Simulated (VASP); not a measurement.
**Eu (bcc): computed properties**

Calculation: PBEsol GGA, VASP's PBE PAW potentials (set 64) (plane waves; VASP).

| Quantity | Result |
|---|---|
| space group | Im-3m (229) |
| cell | a = b = c = 4.2962 Å, α = β = γ = 90.00° |
| volume per atom | 39.65 Å³/atom |
| band gap (over mesh and band path) | none (metal, semimetal or under 0.01 eV) |
| Hill bulk modulus | 14.3 GPa |
| Hill shear modulus | 12.4 GPa |
| Poisson's ratio | 0.164 |
| density | 6.36 g/cm³ |
| C11 | 22.0 GPa |
| C12 | 10.5 GPa |
| C44 | 20.6 GPa |

Space group Im-3m (No. 229); a = b = c = 4.2962 Å, α = β = γ = 90.00°

```tsv
atom	site	symmetry	x	y	z
Eu	2a	m-3m	0.0000	0.0000	0.0000
```
(The calculation used a cell of 1 atom; values per cell refer to that cell.)

Measured: a 4.582 Å at 293 K (computed value off by -6.2 %), as given by Wikipedia, Europium (infobox). The calculation is for a static lattice, while the measured a holds thermal and zero-point effects, which are part of the difference. The 4f electrons are frozen in the core of the lanthanide potential, so 4f levels, which can set the real gap, and their magnetism are missing. Finite-difference elastic constants of metals are sensitive to mesh and smearing; shear constants can be off by tens of GPa.

The compound is Eu in the bcc structure. It was relaxed first, which changed the volume by -17 %. Symmetry was kept, so distortions that lower it aren't found.
